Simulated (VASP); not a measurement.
Given:

```
CELL_PARAMETERS angstrom
      5.81822     0.00000     0.00000
     -2.90911     5.03873     0.00000
      0.00000     0.00000     4.50083
ATOMIC_POSITIONS crystal
  Rb 0.00000 0.00000 0.00000
  Au 0.66667 0.33333 0.00000
  Au 0.33333 0.66667 0.00000
  Au 0.50000 0.00000 0.50000
  Au 0.50000 0.50000 0.50000
  Au 0.00000 0.50000 0.50000
```

Computed with PBEsol GGA, VASP's PBE PAW potentials (set 64) (plane waves; VASP 6.6.1). Settings: 300 eV cut-off, 5×5×6 Γ-centred mesh, Fermi-Dirac smearing of 0.10 eV, potentials Rb_sv Au.

At this cut-off the stress carries a Pulay error, which pulls relaxed volumes low. Energy and stress use the plane-wave basis of the starting cell.

**Question.** The ions, cell shape and volume are relaxed. What does this cell relax into?

**Answer.** 
```
CELL_PARAMETERS angstrom
      5.70661     0.00000     0.00000
     -2.85330     4.94207     0.00000
      0.00000     0.00000     4.48012
ATOMIC_POSITIONS crystal
  Rb 0.00000 0.00000 0.00000
  Au 0.66667 0.33333 0.00000
  Au 0.33333 0.66667 0.00000
  Au 0.50000 0.00000 0.50000
  Au 0.50000 0.50000 0.50000
  Au 0.00000 0.50000 0.50000
```
Space group P6/mmm (191), at a tolerance of 0.03 Å.

**Question.** How do energy and volume change from the first to the last step?

**Answer.** The energy (σ→0) changes by -11.6 meV/atom and the volume by -4.2 %, in 9 ionic steps.

The structure comes from a computed database's RbAu5 entry (P6/mmm); how it stands against other phases isn't given here. This run relaxes it. Symmetry was kept, so distortions that lower it aren't found. The run is one of a series of settings (EDIFFG = -0.01, IBRION = 2, ISIF = 3, NSW = 50 against the base run), some of them coarse on purpose.
